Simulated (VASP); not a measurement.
Here is the system:

```xyz
2
Lattice="1.8140 -3.1419 0.0000 1.8140 3.1419 0.0000 0.0000 0.0000 5.7691" Properties=species:S:1:pos:R:3 pbc="T T T"
Tl     1.8140     1.0473     1.4423
Tl     1.8140    -1.0473     4.3268
```

Computed with revPBE GGA, VASP's PBE PAW potentials (set 64) (plane waves; VASP 6.6.1). Settings: 520 eV cut-off, 12×12×7 Γ-centred mesh, first-order Methfessel-Paxton smearing of 0.10 eV, potentials Tl_d.

Problem. The ions and cell shape at fixed volume are relaxed. Give the cell that the relaxation ends in.

Solution. 
```xyz
2
Lattice="1.8424 -3.1912 0.0000 1.8424 3.1912 0.0000 0.0000 0.0000 5.5923" Properties=species:S:1:pos:R:3 pbc="T T T"
Tl     1.8424     1.0637     1.3981
Tl     1.8424    -1.0637     4.1942
```
Space group P6_3/mmc (194), at a tolerance of 0.03 Å.

Problem. How much energy does the relaxation gain?

Solution. The energy (σ→0) changes by -5.1 meV/atom, in 4 ionic steps.

The compound is Tl in the hcp structure. This run relaxes it. Symmetry was kept, so distortions that lower it aren't found.
